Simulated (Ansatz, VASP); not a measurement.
# Cross-check of SiSeS (1T-SiSSe, 2 layers, AA stacking) between VASP and Ansatz

Aim: how closely do two programs agree when they are given the same cell, functional and k mesh? The structure shown is the start of the Ansatz relaxation below; VASP solves that cell, so the two are compared at the walk's first step.

Program: Ansatz 0.2.0. Level of theory: plane waves, with VASP 6.6.1 beside it; single point at PBE with D3(BJ). Results are calculated unless marked as measured.

### 1. The starting structure

The cell holds 6 atoms: 2 Se, 2 Si and 2 S. Its edges and angles: a = 3.405 Å, b = 3.405 Å, c = 24.147 Å, α = 90.0°, β = 90.0°, γ = 120.0°. Vacuum lies along c.

### 2. Ansatz: relaxation, PBE with D3(BJ)

Ansatz runs on its default PAW (the set named soft_2) files.

The two programs are compared at the cell with which this relaxation starts, whose forces are those of its first step.

File input.yaml:

```yaml
crystal:
  lattice:
    - [3.405, 0.0, 0.0]
    - [-1.7025, 2.9488164999, 0.0]
    - [0.0, 0.0, 24.1472867953]
  atoms:
    - { symbol: Se, position: [0.6666666667, 0.3333333333, 0.3520064209] }
    - { symbol: Si, position: [0.0, 0.0, 0.3946288578] }
    - { symbol: S, position: [0.3333333333, 0.6666666667, 0.4316693418] }
    - { symbol: Se, position: [0.6666666667, 0.3333333333, 0.5683306582] }
    - { symbol: Si, position: [0.0, 0.0, 0.610953095] }
    - { symbol: S, position: [0.3333333333, 0.6666666667, 0.6479935791] }
kpoints:
  mp_grid: { grid: [12, 12, 1] }
hamiltonian:
  xc: pbe
  dispersion: d3bj
scf:
  occupations: { method: fermi_dirac, width: 0.05 }
  convergence: { dr2_threshold: 1.0e-08 }
efield:
  axis: 3
  dipole_correction: true
  ramp_position: 0.97
  ramp_width: 0.04
relax:
  f_tol: 0.01
  cell: { fix: [c, alpha, beta] }
output:
  write_potential: true
  write_density: true
  volumetric_format: npy
```

Command:

```bash
$ ansatz run input.yaml --threads 4 --pin off --max-ram 8192MiB --backend cpu --events-out ev --progress --plain --runs-dir out
```

Numbers of over 12 decimals in the logs are rounded to 6 here.

Output:

```text
Warning: relax.cell: scf.convergence.dr2_threshold = 1e-8 eV is looser than the 6e-10 eV advised for a relaxation that steers and ends on the stress (1e-10 eV for each atom of the cell: 6). What an SCF threshold leaves in a stress goes as its square root, and in the free energy as the threshold itself, and one threshold admits the most on a small cell: [figures from the program's tests cut] Set scf.convergence.dr2_threshold to 6e-10 eV or tighter. The threshold is an SCF's pass mark: one that does not reach it within its budget of iterations ends unconverged, or closes short of it on a stop that the run arms, and scf.convergence.dr2_threshold's page says what that costs each kind of run
Engine: ansatz 0.2.0, aarch64-unknown-linux-gnu
Pseudopotentials: kind: paw
Pseudopotential: Se, paw, valence charge 16, recommended cutoff 420 eV (normal), Se.paw.azcp
Pseudopotential: Si, paw, valence charge 4, recommended cutoff 420 eV (normal), Si.paw.azcp
Pseudopotential: S, paw, valence charge 6, recommended cutoff 420 eV (normal), S.paw.azcp
Functional definition: PBE
  parameter kappa = 0.804
  parameter beta = 0.066725
  exchange = pbe_x(kappa = kappa, mu = beta*pi^2/3)
  correlation = pbe_c(beta = beta)
Crystal: 6 atoms, lattice volume = 242.456 Å³
Basis set: ecut = 420 eV, 4737 PW (Γ), exchange–correlation on 48×48×324 points (8 copies of the dense FFT grid, shifted against one another)
Bands: 32, of which v1, the nominal top of the filled ones, is band 26 counted from 1 (25 counted from 0)
Symmetry: 6 space group operations
Space group: P3m1 (ITA 156), of the structure as read, at distance tolerance 6.2e-5 Å
k-points: 19 of 144 (time reversal used)
Non-local potential: Se, projectors of the file, l = 0: 2, l = 1: 2, l = 2: 3, l = 3: 1
Non-local potential: Si, projectors of the file, l = 0: 2, l = 1: 2, l = 2: 2
Non-local potential: S, projectors of the file, l = 0: 2, l = 1: 2, l = 2: 2
PAW form: soft (Blöchl's): semilocal exchange-correlation on the pseudo side does not see the compensation charge
PAW one-centre angular grid: Se, 590 points (default); XC on 64 Gauss nodes
PAW one-centre angular grid: Si, 110 points (default); XC on 64 Gauss nodes
PAW one-centre angular grid: S, 110 points (default); XC on 64 Gauss nodes
Initial density: superposition of atomic densities (neutral atoms: chi_scale 0, normalization atom), corrected by the library's trained network
Initial wavefunctions: pseudopotential atomic-orbital guess
Functional: x = pbe(κ = 0.804, μ = 0.219515), c = pbe(β = 0.066725)
SCF iter   1: F=—  HF=-14013.302082 eV  |F-HF|=—  |Δ(HF+E_count)|=         —  Δρ=3.26e-3  dr2=8.30e-2  ethr=1.77e-3  p=0.047 e·Å  D=3.53e-2 V/Å  ΔV_dip=-0.85 eV  dr2_dipole=3.21e-2  V_vac-E_F(+/−)=4.27/5.12 eV  ⟨swp⟩=10.0  Hψ=3613  notcnv=0
efield: sawtooth ramp at fractional position 0.9700 (set: `efield.ramp_position`, or a place that a band, a saddle search or an elastic batch's reference lends), width 0.0400; the density the first Hamiltonian is built on has a dipole p = 0.047 e·Å; the dipole correction subtracts the counter field D = 3.53e-2 V/Å, which shifts the + side's vacuum level by -0.85 eV against the − side's; the planar-averaged density in the ramp window peaks in size at 2.5e-5 e/Å³
preconditioner: auto → none  [insulator: Δε(μ)=0.623 eV  Ē_g=11.019 eV  σ=0.050 eV  W_gap=1.00  n_scr=16 (ndim 8)  ℏωp=13.5 eV  f_vac=0.561  D(μ)=0.01/eV (n_scr^D=0)  ε∞_Penn≈2.5]
SCF iter   2: F=—  HF=-14013.362733 eV  |F-HF|=—  |Δ(HF+E_count)|=   6.07e-2  Δρ=4.29e-3  dr2=4.75e-1  ethr=1.60e-4  p=-0.099 e·Å  D=-7.41e-2 V/Å  ΔV_dip=1.79 eV  dr2_dipole=1.88e-1  V_vac-E_F(+/−)=5.86/4.07 eV  ⟨swp⟩=5.3  Hψ=1531  notcnv=0  defer=18
preconditioner: auto → LDOS  [insulator: Δε(μ)=0.133 eV  Ē_g=10.958 eV  σ=0.050 eV  W_gap=0.55  n_scr=16 (ndim 8)  ℏωp=13.5 eV  f_vac=0.561  D(μ)=0.53/eV (n_scr^D=4)  ε∞_Penn≈2.5  β→1.0]
SCF iter   3: F=—  HF=-14013.283224 eV  |F-HF|=—  |Δ(HF+E_count)|=   7.95e-2  Δρ=9.23e-4  dr2=5.13e-3  ethr=1.60e-4  p=-0.009 e·Å  D=-6.40e-3 V/Å  ΔV_dip=0.15 eV  dr2_dipole=7.00e-4  V_vac-E_F(+/−)=4.92/4.76 eV  ⟨swp⟩=4.9  Hψ=1708  notcnv=0  defer=20
SCF iter   4: F=—  HF=-14013.282367 eV  |F-HF|=—  |Δ(HF+E_count)|=   8.57e-4  Δρ=4.27e-4  dr2=1.75e-3  ethr=9.87e-6  p=-0.010 e·Å  D=-7.75e-3 V/Å  ΔV_dip=0.19 eV  dr2_dipole=8.72e-5  V_vac-E_F(+/−)=4.96/4.77 eV  ⟨swp⟩=3.1  Hψ=1181  notcnv=0  defer=20
SCF iter   5: F=—  HF=-14013.281921 eV  |F-HF|=—  |Δ(HF+E_count)|=   4.46e-4  Δρ=9.43e-5  dr2=5.85e-5  ethr=3.37e-6  p=-0.012 e·Å  D=-9.00e-3 V/Å  ΔV_dip=0.22 eV  dr2_dipole=2.53e-5  V_vac-E_F(+/−)=4.96/4.74 eV  ⟨swp⟩=2.0  Hψ=812  notcnv=0  defer=20
[...]
SCF iter   4: F=—  HF=-14018.192579 eV  |F-HF|=—  |Δ(HF+E_count)|=   2.31e-5  Δρ=6.89e-5  dr2=9.12e-6  ethr=3.24e-7  p=-0.031 e·Å  D=-2.33e-2 V/Å  ΔV_dip=0.56 eV  dr2_dipole=1.86e-6  V_vac-E_F(+/−)=5.66/5.10 eV  ⟨swp⟩=1.9  Hψ=703  notcnv=0
SCF iter   5: F=—  HF=-14018.192520 eV  |F-HF|=—  |Δ(HF+E_count)|=   5.92e-5  Δρ=2.48e-5  dr2=1.11e-5  ethr=1.75e-8  p=-0.031 e·Å  D=-2.36e-2 V/Å  ΔV_dip=0.57 eV  dr2_dipole=6.04e-7  V_vac-E_F(+/−)=5.66/5.10 eV  ⟨swp⟩=2.3  Hψ=835  notcnv=0
[...]
efield: sawtooth ramp at fractional position 0.9700 (set: `efield.ramp_position`, or a place that a band, a saddle search or an elastic batch's reference lends), width 0.0400; the density the first Hamiltonian is built on has a dipole p = -0.031 e·Å; the dipole correction subtracts the counter field D = -2.35e-2 V/Å, which shifts the + side's vacuum level by +0.57 eV against the − side's; the planar-averaged density in the ramp window peaks in size at 6.8e-6 e/Å³
eigensolver tolerance schedule: the retry pair's looser diagonalisation over-reported the residual by 40937.46 of it (diagonalisation noise at an unbounded share of the residual, at the tolerance the schedule requests for it); recorded, not acted on — ethr = c·dr2/N_el stays at c = 1.0e-1
preconditioner: auto → none  [insulator: Δε(μ)=0.441 eV  Ē_g=10.042 eV  σ=0.050 eV  W_gap=0.97  n_scr=16 (ndim 8)  ℏωp=13.6 eV  f_vac=0.502  D(μ)=0.03/eV (n_scr^D=0)  ε∞_Penn≈2.8]
SCF iter   2: F=—  HF=-14018.192348 eV  |F-HF|=—  |Δ(HF+E_count)|=   6.05e-5  Δρ=3.86e-6  dr2=4.36e-8  ethr=5.10e-11  p=-0.031 e·Å  D=-2.35e-2 V/Å  ΔV_dip=0.57 eV  dr2_dipole=5.38e-9  V_vac-E_F(+/−)=5.66/5.09 eV  ⟨swp⟩=4.5  Hψ=1903  notcnv=0
SCF iter   3: F=—  HF=-14018.192348 eV  |F-HF|=—  |Δ(HF+E_count)|=   2.51e-8  Δρ=2.96e-6  dr2=1.03e-7  ethr=5.10e-11  p=-0.031 e·Å  D=-2.35e-2 V/Å  ΔV_dip=0.57 eV  dr2_dipole=5.66e-8  V_vac-E_F(+/−)=5.66/5.09 eV  ⟨swp⟩=3.0  Hψ=1203  notcnv=0  recentre
SCF iter   4: F=—  HF=-14018.192348 eV  |F-HF|=—  |Δ(HF+E_count)|=   1.13e-8  Δρ=1.88e-6  dr2=1.94e-8  ethr=5.10e-11  p=-0.031 e·Å  D=-2.35e-2 V/Å  ΔV_dip=0.57 eV  dr2_dipole=1.12e-8  V_vac-E_F(+/−)=5.66/5.09 eV  ⟨swp⟩=2.0  Hψ=788  notcnv=0
SCF iter   5: F=-14018.192348 eV  HF=-14018.192348 eV  |F-HF|=1.81e-9  |Δ(HF+E_count)|=  1.15e-10  Δρ=1.04e-6  dr2=5.43e-10  ethr=1.92e-11  p=-0.031 e·Å  D=-2.35e-2 V/Å  ΔV_dip=0.57 eV  dr2_dipole=2.35e-11  V_vac-E_F(+/−)=5.66/5.09 eV  ⟨swp⟩=9.6  Hψ=4139  notcnv=0
SCF 8 converged in 5 iterations: F = -14018.192348 eV  dr2 = 5.43e-10
relax step   8: F+E_penalty+E_count = -14018.19234812 eV  Δ(F+E_penalty+E_count) = +1.703e-4 eV  max|allowed force component| = 6.397e-3 eV/Å  Δτ_max = 0.0000 Å  P = +0.019 GPa  Ω = 237.863 Å³  fix = [c, alpha, beta]  reactions: c +0.010 GPa  stress off target by 2.31e-2 GPa on what of the cell is left free  SCF on the basis re-selected at this cell (its energy is not comparable with the rows above)  (5 SCF iters)
basis re-selected at this cell: Δ(F+E_penalty+E_count) = +1.703e-4 eV, ΔP = -0.003 GPa vs the last step (what re-selecting the basis moved, of the pressure what is left beyond the Pulay correction that the steps carried, after the strain that the cell walked since its last selection, with what the two solves' SCF thresholds leave and, on support functions, any second-order correction that the steps lacked; it is no m [...]
SCF converged after 5 iterations
Free energy (F): -14018.192348 eV
Harris-Foulkes:  -14018.192348 eV  (|F-HF|=1.81e-9)
Internal energy: -14018.191847 eV  (E = F + TS)
E sigma→0 (E₀):  -14018.192098 eV
Entropy (-TS):   -0.000501 eV (-0.083 meV/atom)
Fermi energy:    1.193763 eV
Dipole field:    D = -0.023480 V/Å  (p = -0.030865 e·Å, saw-weighted, corrected)
Work function:   Φ+ = 5.6614 eV   Φ− = 5.0945 eV
Levels:          The Fermi level and band energies are counted from a zero that moves with the ramp; work functions are not
--- Per-component energies (eV) ---
  E_band       = -1084.441281
  E_kinetic    = 540.897814
  E_local      = -35117.115891  (includes V_loc(G=0)·N_el)
  E_nonlocal   = -1087.714239
  E_hartree    = 17312.539684
  E_xc         = -516.423356
  E_vxc        = -469.577168  (∫ρ·V_xc dr)
  E_paw        = -6047.656072  (= ΣΔE_a)
  E_vpaw       = 424.331023  (= ΣTr[D̂ρ^β])
  E_aug_tail   = -0.001241  (compensation charges beyond the density's cutoff)
  E_efield     = 0.000362  (sawtooth field / dipole correction)
  E_vefield    = -0.341669  (∫n·V_field dr)
  E_ewald      = 10899.146838
  E_disp       = -1.865747  (pairwise vdW)
  E_smearing   = -0.000501  (= −TS)
  E_closure    = -0.000000  (closes the sum)
  Σ components = -14018.192348   (vs F -14018.192348, Δ=0.00e0)
--- Forces (eV/Å), atoms counted from 1 ---
  atom   1  Se     0.00000000     0.00000000    -0.00329722
  atom   2  Si     0.00000000     0.00000000    -0.00088468
  atom   3  S     -0.00000000    -0.00000000     0.00346897
  atom   4  Se     0.00000000     0.00000000    -0.00390805
  atom   5  Si     0.00000000     0.00000000    -0.00177944
  atom   6  S     -0.00000000    -0.00000000     0.00639678
  max |Σ_I F_I| component: 3.65e-6 eV/Å
--- Stress (GPa, compression-positive) ---
        0.023050       0.000000      -0.000000
        0.000000       0.023050      -0.000000
       -0.000000      -0.000000       0.010194
  P = ⅓ Tr σ = 0.0188 GPa (0.188 kbar)
--- Band table (eV; the first three rows and the last of 19) ---
  k-point 0: bands = [... 22 lower, 0.6959, 0.6959, 0.9132, 0.9132, 3.4442, 3.8914, 4.6865, 5.0116, ... 2 higher]
  k-point 1: bands = [... 22 lower, 0.1205, 0.3477, 0.7240, 0.9481, 3.8895, 4.1993, 4.9756, 5.2666, ... 2 higher]
  k-point 2: bands = [... 22 lower, -0.7459, -0.0565, 0.6407, 0.8773, 3.6148, 3.9128, 5.2535, 5.7312, ... 2 higher]
  k-point 18: bands = [... 22 lower, -1.0465, -0.8088, -0.4661, -0.2779, 2.7743, 3.4152, 6.0842, 6.2262, ... 2 higher]
--- Relaxed structure (7 steps of the walk, 7 accepted, 1 SCFs on fresh bases) ---
  F+E_penalty+E_count = -14018.19234812 eV   max|allowed force component| = 6.397e-3 eV/Å   (the final SCF, on the basis selected at the relaxed cell)
  cell:  # Å, volume = 237.8629 Å³
    - [3.372592, -2.398640249779127e-18, 0]
    - [-1.686296, 2.920751, 0]
    - [0, 0, 24.1472867953]
  atoms:
    - { symbol: Se, position: [0.666667, 0.333333, 0.320729] }
    - { symbol: Si, position: [0, 0, 0.381060] }
    - { symbol: S, position: [0.333333, 0.666667, 0.434954] }
    - { symbol: Se, position: [0.666667, 0.333333, 0.564754] }
    - { symbol: Si, position: [0, 0, 0.625047] }
    - { symbol: S, position: [0.333333, 0.666667, 0.679038] }
```

(Continued in part 2 of 2.)

[Lines on the potential files, build, host, timing and source positions are cut from VASP's logs without a mark.]

[Logs are printed without paths, hosts, clocks, repeated set-up lines and the standing remarks that a program may print on its own settings, such as how far it seeks lower states.]

[Hosts, paths, dates, database ids (printed as entryN), source tags and the programs' standing remarks are cut or masked in the printed files.]
